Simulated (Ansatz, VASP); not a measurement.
## Cross-check of Ge (amorphous Ge at 5.20 g/cm^3) between VASP and Ansatz

Wanted: the spread between two codes on one cell, functional and k mesh. The cell is taken from a series of runs on this material, whose earlier steps may have relaxed, scaled, displaced or heated it; both programs get it as it stands.

Main program and level: Ansatz 0.2.0; plane waves, with VASP 6.6.1 beside it; PBE.

## 1. Starting point

The cell holds 72 atoms: 72 Ge. Cell: a = 11.863 Å, b = 11.863 Å, c = 11.863 Å, α = 90.0°, β = 90.0°, γ = 90.0°. As first built, before any earlier steps moved the atoms or strained the cell (in the runner's words): 72 atoms (72 Ge) placed at random at 5.2 g/cm^3, melted at 3500 K for 10 ps at fixed volume with the Tersoff potential (Tersoff, Phys. Rev. B 39, 5566 (1989)). Quenched from 3500 K to 300 K at 20 K/ps and fixed volume, annealed at 800 K for 20 ps, held 5 ps, then minimised at fixed cell.

## 2. VASP: single point, PBE, pair 1

With cell and atoms fixed, the geometry can't cause a difference; cores, projectors, grids and the points listed under the comparison can.

Lines of VASP's logs that name or quote its potential files are left out, and so is its time.

INCAR reads:

```
SYSTEM = Ge
PREC = Accurate
ENCUT = 410
EDIFF = 1E-06
NELM = 120
ISMEAR = -1
SIGMA = 0.025
LREAL = Auto
ALGO = Normal
GGA = PE
NBANDS = 584
LORBIT = 11
LWAVE = .FALSE.
LCHARG = .FALSE.
ISIF = 2
LASPH = .TRUE.
GGA_COMPAT = .FALSE.
EFERMI = MIDGAP
NCORE = 2
```

POSCAR reads:

```
Ge
1.0
   11.8625000000      0.0000000000      0.0000000000
    0.0000000000     11.8625000000      0.0000000000
    0.0000000000      0.0000000000     11.8625000000
Ge
72
Direct
    0.6914700000      0.5504700000      0.9377000000
    0.1031400000      0.8267200000      0.8168800000
    0.2488600000      0.0650700000      0.1469900000
    0.3624900000      0.8205000000      0.4751400000
    0.9779500000      0.4600100000      0.0692800000
    0.4722800000      0.0576300000      0.6921300000
    0.5017500000      0.8596500000      0.1287500000
    0.3965500000      0.4094000000      0.8802700000
    0.9819800000      0.7814000000      0.1531600000
    0.3736400000      0.6057100000      0.0957500000
    0.7515300000      0.2155000000      0.1084900000
    0.5792300000      0.6967500000      0.8354200000
    0.9717900000      0.2010200000      0.8681200000
    0.9235900000      0.9624800000      0.2650100000
    0.2534300000      0.3431100000      0.7305500000
    0.9012500000      0.6016600000      0.7112900000
    0.3302400000      0.3853000000      0.0813000000
    0.2781600000      0.1496500000      0.4484900000
    0.9556600000      0.0392500000      0.6184400000
    0.8108000000      0.0789000000      0.7823500000
    0.2603800000      0.5606400000      0.6842000000
    0.8939900000      0.5820300000      0.9152700000
    0.7477600000      0.4259900000      0.3957600000
    0.4973000000      0.0898500000      0.9024800000
    0.1544200000      0.4838800000      0.1663900000
    0.6058600000      0.3811200000      0.8523600000
    0.6734800000      0.0627400000      0.6127900000
    0.2698100000      0.5181500000      0.4684400000
    0.2812900000      0.8077700000      0.9069500000
    0.0534800000      0.1252000000      0.2102200000
    0.6551900000      0.4266400000      0.6588000000
    0.2978700000      0.9877800000      0.5769600000
    0.6736600000      0.1957900000      0.9150500000
    0.9486000000      0.2524200000      0.0690600000
    0.1903700000      0.7021900000      0.1861000000
    0.9164800000      0.8955700000      0.4644400000
    0.5510200000      0.3148200000      0.5264900000
    0.6009800000      0.5900300000      0.4091900000
    0.2959100000      0.8672300000      0.1020300000
    0.3965300000      0.1296500000      0.2820300000
    0.5958700000      0.6202600000      0.6220600000
    0.6570200000      0.3663100000      0.2083800000
    0.1368300000      0.0010100000      0.7101000000
    0.2150900000      0.7063000000      0.3909200000
    0.5833000000      0.8944500000      0.9443000000
    0.9409900000      0.5396800000      0.4045800000
    0.7796000000      0.8880800000      0.8620200000
    0.4547500000      0.3247000000      0.2344800000
    0.4513900000      0.4464100000      0.4024200000
    0.3788600000      0.6197900000      0.8798800000
    0.1778300000      0.1649400000      0.8354400000
    0.9426200000      0.7871600000      0.9474500000
    0.7510700000      0.7508000000      0.6966200000
    0.0939400000      0.2290900000      0.3882700000
    0.4093500000      0.7083600000      0.6364400000
    0.5556600000      0.9919900000      0.2764600000
    0.0865900000      0.6775300000      0.6773700000
    0.4367200000      0.8619100000      0.7811600000
    0.1147800000      0.4310300000      0.3612000000
    0.0243600000      0.3340900000      0.7093600000
    0.5420900000      0.6727500000      0.2104600000
    0.7419100000      0.0825700000      0.2695900000
    0.8598300000      0.4320400000      0.5945900000
    0.6933100000      0.5555900000      0.1392100000
    0.7182000000      0.8753900000      0.5313300000
    0.3178400000      0.1762200000      0.9890800000
    0.7317100000      0.2028600000      0.4521600000
    0.3831700000      0.2324900000      0.6079700000
    0.5588800000      0.8154600000      0.3975200000
    0.8868200000      0.5979200000      0.2065100000
    0.0292100000      0.7198400000      0.4830100000
    0.9421600000      0.2255100000      0.5292400000
```

KPOINTS reads:

```
Automatic mesh
0
Gamma
1 1 1
0 0 0
```

The projector-augmented-wave data sets are Ge_d (PBE family, release 64).

Started as:

```sh
mpirun -np 8 vasp_gam
```

Numbers of over 12 decimals in the logs are rounded to 6 here.

The program printed:

```text
[banner, memory and clock lines left out]
running    8 mpi-ranks, on    1 nodes
[...]
LDA part: xc-table for (Slater+PW92), standard interpolation
 POSCAR, INCAR and KPOINTS ok, starting setup
[...]
entering main loop
       N       E                     dE             d eps       ncg     rms          rms(c)
DAV:   1     0.193967543044E+05    0.19397E+05   -0.36015E+05  1208   0.487E+03
DAV:   2     0.460656302577E+04   -0.14790E+05   -0.14195E+05  1168   0.111E+03
DAV:   3     0.615407630871E+03   -0.39912E+04   -0.38363E+04  1168   0.306E+02
DAV:   4    -0.219766994711E+03   -0.83517E+03   -0.76764E+03  1320   0.132E+02
[...]
DAV:  18    -0.306819362157E+03   -0.99126E-05   -0.97771E-05  1480   0.323E-02    0.304E-03
DAV:  19    -0.306819364533E+03   -0.23764E-05   -0.26584E-05  1088   0.232E-02    0.245E-03
DAV:  20    -0.306819364458E+03    0.75117E-07   -0.16697E-06   720   0.175E-02
   1 F= -.30681936E+03 E0= -.30680699E+03  d E =-.247410E-01
```

From OUTCAR (step 2):

```text
 POSITION                                       TOTAL-FORCE (eV/Angst)
 -----------------------------------------------------------------------------------
      8.20256      6.52995     11.12347        -0.161562      0.037668     -0.259637
      1.22350      9.80697      9.69024        -0.525349      0.107460     -0.129062
      2.95210      0.77189      1.74367        -0.307492      0.011422      0.030611
      4.30004      9.73318      5.63635         0.256204      0.133501     -0.264116
     11.60093      5.45687      0.82183        -0.379625      0.203444     -0.078393
      5.60242      0.68364      8.21039         0.168529      0.331834      0.170887
      5.95201     10.19760      1.52730         0.199166     -0.190128     -0.090206
      4.70407      4.85651     10.44220        -0.288602     -0.339345      0.374593
     11.64874      9.26936      1.81686         0.007078     -0.005775      0.251262
      4.43230      7.18523      1.13583         0.212830     -0.378700      0.407568
      8.91502      2.55637      1.28696        -0.344664      0.169067     -0.015143
      6.87112      8.26520      9.91017         0.088307     -0.458263      0.514958
     11.52786      2.38460     10.29807         0.476975     -0.066879     -0.048055
     10.95609     11.41742      3.14368        -0.090445      0.347360     -0.069283
[...]
-----------------------------------------------------------------------------------
    total drift:                                0.021670     -0.031664     -0.005638

  FREE ENERGIE OF THE ION-ELECTRON SYSTEM (eV)
  ---------------------------------------------------
  free  energy   TOTEN  =      -306.8193644579 eV

  energy  without entropy=     -306.7946234557  energy(sigma->0) =     -306.80699396
```

The run ends at a pressure of 2.78 GPa, with forces up to 1.2 eV/Å.

## 3. Ansatz: single point, PBE, pair 1

Ansatz runs on its default PAW (the set named soft_2) files.

The same cell, functional, mesh and smearing now go to Ansatz, which takes its cutoff from its data sets.

input.yaml reads:

```yaml
crystal:
  lattice:
    - [11.8625, 0.0, 0.0]
    - [0.0, 11.8625, 0.0]
    - [0.0, 0.0, 11.8625]
  atoms:
    - { symbol: Ge, position: [0.69147, 0.55047, 0.9377] }
    - { symbol: Ge, position: [0.10314, 0.82672, 0.81688] }
    - { symbol: Ge, position: [0.24886, 0.06507, 0.14699] }
    - { symbol: Ge, position: [0.36249, 0.8205, 0.47514] }
    - { symbol: Ge, position: [0.97795, 0.46001, 0.06928] }
    - { symbol: Ge, position: [0.47228, 0.05763, 0.69213] }
    - { symbol: Ge, position: [0.50175, 0.85965, 0.12875] }
    - { symbol: Ge, position: [0.39655, 0.4094, 0.88027] }
    - { symbol: Ge, position: [0.98198, 0.7814, 0.15316] }
    - { symbol: Ge, position: [0.37364, 0.60571, 0.09575] }
    - { symbol: Ge, position: [0.75153, 0.2155, 0.10849] }
    - { symbol: Ge, position: [0.57923, 0.69675, 0.83542] }
    - { symbol: Ge, position: [0.97179, 0.20102, 0.86812] }
    - { symbol: Ge, position: [0.92359, 0.96248, 0.26501] }
    - { symbol: Ge, position: [0.25343, 0.34311, 0.73055] }
    - { symbol: Ge, position: [0.90125, 0.60166, 0.71129] }
    - { symbol: Ge, position: [0.33024, 0.3853, 0.0813] }
    - { symbol: Ge, position: [0.27816, 0.14965, 0.44849] }
    - { symbol: Ge, position: [0.95566, 0.03925, 0.61844] }
    - { symbol: Ge, position: [0.8108, 0.0789, 0.78235] }
    - { symbol: Ge, position: [0.26038, 0.56064, 0.6842] }
    - { symbol: Ge, position: [0.89399, 0.58203, 0.91527] }
    - { symbol: Ge, position: [0.74776, 0.42599, 0.39576] }
    - { symbol: Ge, position: [0.4973, 0.08985, 0.90248] }
    - { symbol: Ge, position: [0.15442, 0.48388, 0.16639] }
    - { symbol: Ge, position: [0.60586, 0.38112, 0.85236] }
    - { symbol: Ge, position: [0.67348, 0.06274, 0.61279] }
    - { symbol: Ge, position: [0.26981, 0.51815, 0.46844] }
    - { symbol: Ge, position: [0.28129, 0.80777, 0.90695] }
    - { symbol: Ge, position: [0.05348, 0.1252, 0.21022] }
    - { symbol: Ge, position: [0.65519, 0.42664, 0.6588] }
    - { symbol: Ge, position: [0.29787, 0.98778, 0.57696] }
    - { symbol: Ge, position: [0.67366, 0.19579, 0.91505] }
    - { symbol: Ge, position: [0.9486, 0.25242, 0.06906] }
    - { symbol: Ge, position: [0.19037, 0.70219, 0.1861] }
    - { symbol: Ge, position: [0.91648, 0.89557, 0.46444] }
    - { symbol: Ge, position: [0.55102, 0.31482, 0.52649] }
    - { symbol: Ge, position: [0.60098, 0.59003, 0.40919] }
    - { symbol: Ge, position: [0.29591, 0.86723, 0.10203] }
    - { symbol: Ge, position: [0.39653, 0.12965, 0.28203] }
    - { symbol: Ge, position: [0.59587, 0.62026, 0.62206] }
    - { symbol: Ge, position: [0.65702, 0.36631, 0.20838] }
    - { symbol: Ge, position: [0.13683, 0.00101, 0.7101] }
    - { symbol: Ge, position: [0.21509, 0.7063, 0.39092] }
    - { symbol: Ge, position: [0.5833, 0.89445, 0.9443] }
    - { symbol: Ge, position: [0.94099, 0.53968, 0.40458] }
    - { symbol: Ge, position: [0.7796, 0.88808, 0.86202] }
    - { symbol: Ge, position: [0.45475, 0.3247, 0.23448] }
    - { symbol: Ge, position: [0.45139, 0.44641, 0.40242] }
    - { symbol: Ge, position: [0.37886, 0.61979, 0.87988] }
    - { symbol: Ge, position: [0.17783, 0.16494, 0.83544] }
    - { symbol: Ge, position: [0.94262, 0.78716, 0.94745] }
    - { symbol: Ge, position: [0.75107, 0.7508, 0.69662] }
    - { symbol: Ge, position: [0.09394, 0.22909, 0.38827] }
    - { symbol: Ge, position: [0.40935, 0.70836, 0.63644] }
    - { symbol: Ge, position: [0.55566, 0.99199, 0.27646] }
    - { symbol: Ge, position: [0.08659, 0.67753, 0.67737] }
    - { symbol: Ge, position: [0.43672, 0.86191, 0.78116] }
    - { symbol: Ge, position: [0.11478, 0.43103, 0.3612] }
    - { symbol: Ge, position: [0.02436, 0.33409, 0.70936] }
    - { symbol: Ge, position: [0.54209, 0.67275, 0.21046] }
    - { symbol: Ge, position: [0.74191, 0.08257, 0.26959] }
    - { symbol: Ge, position: [0.85983, 0.43204, 0.59459] }
    - { symbol: Ge, position: [0.69331, 0.55559, 0.13921] }
    - { symbol: Ge, position: [0.7182, 0.87539, 0.53133] }
    - { symbol: Ge, position: [0.31784, 0.17622, 0.98908] }
    - { symbol: Ge, position: [0.73171, 0.20286, 0.45216] }
    - { symbol: Ge, position: [0.38317, 0.23249, 0.60797] }
    - { symbol: Ge, position: [0.55888, 0.81546, 0.39752] }
    - { symbol: Ge, position: [0.88682, 0.59792, 0.20651] }
    - { symbol: Ge, position: [0.02921, 0.71984, 0.48301] }
    - { symbol: Ge, position: [0.94216, 0.22551, 0.52924] }
kpoints:
  mp_grid: { grid: [1, 1, 1] }
hamiltonian:
  xc: pbe
scf:
  occupations: { method: fermi_dirac, width: 0.025 }
output:
  forces: true
```

Started as:

```sh
ansatz run input.yaml --threads 4 --pin off --max-ram 8192MiB --backend cpu --events-out ev --progress --plain --runs-dir out
```

The program printed:

```text
Engine: ansatz 0.2.0, aarch64-unknown-linux-gnu
Pseudopotentials: kind: paw
Pseudopotential: Ge, paw, valence charge 14, recommended cutoff 420 eV (normal), Ge.paw.azcp
Functional definition: PBE
  parameter kappa = 0.804
  parameter beta = 0.066725
  exchange = pbe_x(kappa = kappa, mu = beta*pi^2/3)
  correlation = pbe_c(beta = beta)
Crystal: 72 atoms, lattice volume = 1669.278 Å³
Basis set: ecut = 420 eV, 32531 PW (Γ), exchange–correlation on 160×160×160 points (8 copies of the dense FFT grid, shifted against one another)
Bands: 576, of which v1, the nominal top of the filled ones, is band 504 counted from 1 (503 counted from 0)
Symmetry: 1 space group operations
Space group: P1 (ITA 1), of the structure as read, at distance tolerance 1.2e-4 Å
k-points: 1
Non-local potential: Ge, projectors of the file, l = 0: 2, l = 1: 2, l = 2: 3, l = 3: 1
PAW form: soft (Blöchl's): semilocal exchange-correlation on the pseudo side does not see the compensation charge
PAW one-centre angular grid: Ge, 590 points (default); XC on 64 Gauss nodes
Initial density: superposition of atomic densities (neutral atoms: chi_scale 0, normalization atom), corrected by the library's trained network
Initial wavefunctions: pseudopotential atomic-orbital guess
Functional: x = pbe(κ = 0.804, μ = 0.219515), c = pbe(β = 0.066725)
SCF iter   1: F=—  HF=-309220.497189 eV  |F-HF|=—  |Δ(HF+E_count)|=         —  Δρ=3.69e-3  dr2=6.01e-1  ethr=1.77e-3  ⟨swp⟩=6.0  Hψ=1885  notcnv=0  defer=42
preconditioner: auto → LDOS  [insulator: Δε(μ)=0.169 eV  Ē_g=21.445 eV  σ=0.025 eV  W_gap=0.93  n_scr=460 (ndim 8)  ℏωp=28.9 eV  f_vac=0.093  D(μ)=5.69/eV (n_scr^D=18)  ε∞_Penn≈2.8  β→1.0]
SCF iter   2: F=—  HF=-309220.438163 eV  |F-HF|=—  |Δ(HF+E_count)|=   5.90e-2  Δρ=2.33e-3  dr2=3.64e-1  ethr=5.96e-5  ⟨swp⟩=3.0  Hψ=1125  notcnv=0  defer=59
SCF iter   3: F=—  HF=-309220.364793 eV  |F-HF|=—  |Δ(HF+E_count)|=   7.34e-2  Δρ=4.64e-4  dr2=1.43e-2  ethr=3.62e-5  ⟨swp⟩=4.0  Hψ=1035  notcnv=0  defer=59
SCF iter   4: F=—  HF=-309220.362921 eV  |F-HF|=—  |Δ(HF+E_count)|=   1.87e-3  Δρ=1.42e-4  dr2=7.16e-4  ethr=1.42e-6  ⟨swp⟩=3.0  Hψ=1190  notcnv=0  defer=59
SCF iter   5: F=—  HF=-309220.362910 eV  |F-HF|=—  |Δ(HF+E_count)|=   1.12e-5  Δρ=4.39e-5  dr2=6.10e-5  ethr=7.10e-8  ⟨swp⟩=2.0  Hψ=1006  notcnv=0  defer=59
SCF iter   6: F=—  HF=-309220.362751 eV  |F-HF|=—  |Δ(HF+E_count)|=   1.59e-4  Δρ=1.53e-5  dr2=6.88e-6  ethr=6.05e-9  ⟨swp⟩=2.0  Hψ=1063  notcnv=0  defer=59
SCF iter   7: F=—  HF=-309220.362755 eV  |F-HF|=—  |Δ(HF+E_count)|=   3.33e-6  Δρ=4.63e-6  dr2=6.55e-7  ethr=6.82e-10  ⟨swp⟩=2.0  Hψ=1020  notcnv=0  defer=59
SCF iter   8: F=-309220.362755 eV  HF=-309220.362755 eV  |F-HF|=1.25e-8  |Δ(HF+E_count)|=   3.82e-7  Δρ=1.55e-6  dr2=8.36e-8  ethr=9.92e-12  ⟨swp⟩=4.0  Hψ=1734  notcnv=0
SCF 1 converged in 8 iterations: F = -309220.362755 eV  dr2 = 8.36e-8
  greatest PAW one-centre occupation: 0.998 electrons in one spin orbital (limit 2), on the Ge atom at site 57 (counted from 0), in its partial waves of l = 2
SCF converged after 8 iterations
Free energy (F): -309220.362755 eV
Harris-Foulkes:  -309220.362755 eV  (|F-HF|=1.25e-8)
Internal energy: -309220.338225 eV  (E = F + TS)
E sigma→0 (E₀):  -309220.350490 eV
Entropy (-TS):   -0.024530 eV (-0.341 meV/atom)
Fermi energy:    8.117248 eV
--- Per-component energies (eV) ---
  E_band       = -11037.899314
  E_kinetic    = 8006.285540
  E_local      = -184472.613605  (includes V_loc(G=0)·N_el)
  E_nonlocal   = 30070.523967
  E_hartree    = 81201.977054
  E_xc         = -5438.120683
  E_vxc        = -4645.194131  (∫ρ·V_xc dr)
  E_paw        = -145359.983577  (= ΣΔE_a)
  E_vpaw       = -22400.857352  (= ΣTr[D̂ρ^β])
  E_aug_tail   = 0.022314  (compensation charges beyond the density's cutoff)
  E_ewald      = -93228.429234
  E_smearing   = -0.024530  (= −TS)
  E_closure    = 0.000000  (closes the sum)
  Σ components = -309220.362755   (vs F -309220.362755, Δ=0.00e0)
--- Forces (eV/Å), atoms counted from 1 ---
  atom   1  Ge    -0.16385959     0.03666414    -0.26323616
  atom   2  Ge    -0.52992637     0.11083128    -0.13055438
  atom   3  Ge    -0.31172473     0.01250707     0.03168902
  atom   4  Ge     0.25841643     0.13592523    -0.26782503
  atom   5  Ge    -0.38328946     0.20346983    -0.07913269
  atom   6  Ge     0.16696092     0.33190105     0.16920327
  atom   7  Ge     0.20018736    -0.19303322    -0.09075187
  atom   8  Ge    -0.28791282    -0.33949480     0.37230515
  atom   9  Ge     0.00967099    -0.00633190     0.25254974
  atom  10  Ge     0.20805235    -0.37955290     0.40818608
  atom  11  Ge    -0.34212747     0.16634838    -0.01569202
  atom  12  Ge     0.08505656    -0.45261946     0.50623079
  atom  13  Ge     0.47588006    -0.06707679    -0.05217926
  atom  14  Ge    -0.09089930     0.34697087    -0.06889699
  atom  15  Ge     0.26258695    -0.16325989    -0.01866679
  atom  16  Ge     0.06113589    -0.36471046     0.10295321
  atom  17  Ge    -0.00383157     0.16649040     0.03202934
  atom  18  Ge    -0.06198369     0.06774518     0.39863439
  atom  19  Ge     0.07754929    -0.38375935    -0.42656103
  atom  20  Ge     0.14025214     0.08135159     0.08247181
  atom  21  Ge    -0.17062475    -0.42120000    -0.38395233
  atom  22  Ge     0.25211539    -0.14401980    -0.27247940
  atom  23  Ge     0.14098633     0.33785547    -0.10515615
  atom  24  Ge    -0.57801492    -0.30055756     0.25124781
[...]
atom  65  Ge     0.00641864     0.02131462    -0.22193484
  atom  66  Ge     0.43167733     0.23651909    -0.03391560
  atom  67  Ge    -0.11350990    -0.27008969     0.29581156
  atom  68  Ge    -0.53257671     0.40115587     0.10899793
  atom  69  Ge    -0.05548269     0.48547707    -0.16869637
  atom  70  Ge    -0.10679518    -0.21380932     0.00929255
  atom  71  Ge    -0.06075992     0.09712385    -0.16143272
  atom  72  Ge     0.01194513     0.08574050     0.56392912
  max |Σ_I F_I| component: 8.27e-6 eV/Å
```

## 4. Side by side

Known differences besides the potentials themselves: the cutoff is 420 eV in Ansatz and 410 eV in VASP (PREC = Accurate, projectors in real space). Total energies have different zeros and are not compared.

Both answers:

```csv
quantity,Ansatz,VASP,difference
gap on the k mesh (eV),0.141,0.141,+0.001
```

Forces on 9 of the 72 atoms, those with the largest forces and the largest differences (eV/Å; atoms numbered as in POSCAR):

```csv
atom,"Ansatz x, y, z","VASP x, y, z"
Ge10,"0.208, -0.380, 0.408","0.213, -0.379, 0.408"
Ge12,"0.085, -0.453, 0.506","0.088, -0.458, 0.515"
Ge24,"-0.578, -0.301, 0.251","-0.576, -0.300, 0.251"
Ge25,"0.955, 0.160, -0.665","0.953, 0.157, -0.664"
Ge35,"0.017, 0.416, -0.157","0.016, 0.417, -0.150"
Ge37,"0.414, -0.260, -0.513","0.408, -0.258, -0.511"
Ge42,"0.225, -0.201, -0.140","0.225, -0.200, -0.147"
Ge61,"-0.824, -0.021, 0.370","-0.820, -0.020, 0.366"
Ge68,"-0.533, 0.401, 0.109","-0.534, 0.403, 0.106"
```

The forces differ by 2.6 meV/Å r.m.s., which is 1.0 % of the r.m.s. force of 0.263 eV/Å (both taken over all components). A gap on the mesh is an upper bound, since the band edges may lie between its points.

[end of part 1 of 2]

[Lines on the potential files, build, host, timing and source positions are cut from VASP's logs without a mark.]

[Logs are printed without paths, hosts, clocks, repeated set-up lines and the standing remarks that a program may print on its own settings, such as how far it seeks lower states.]

[Hosts, paths, dates, database ids (printed as entryN), source tags and the programs' standing remarks are cut or masked in the printed files.]
